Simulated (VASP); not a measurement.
The system is ZnO.

```
Zn O
1.0
     3.28650    0.00000    0.00000
    -1.64325    2.84619    0.00000
     0.00000    0.00000    5.30039
Zn O
2 2
Direct
  0.33333 0.66667 0.49983
  0.66667 0.33333 0.99983
  0.66667 0.33333 0.37918
  0.33333 0.66667 0.87918
```

Base run:

| Quantity | Value |
| --- | --- |
| Program | VASP 6.6.1 |
| Functional | TB-mBJ |
| Potentials or basis | VASP PAW PBE potentials, release 64 (Zn, O) |
| Cutoff | 520 eV |
| k mesh | 9 × 9 × 5 |
| Occupations | gaussian, width 0.03 eV |
| Spin | no spin polarisation |

Its results: band gap on the k mesh 2.53 eV, direct.

Q: The run is repeated on the same cell with these changes: functional from TB-mBJ to r2SCAN. What comes out?

A: Band gap on the k mesh 1.16 eV, direct.
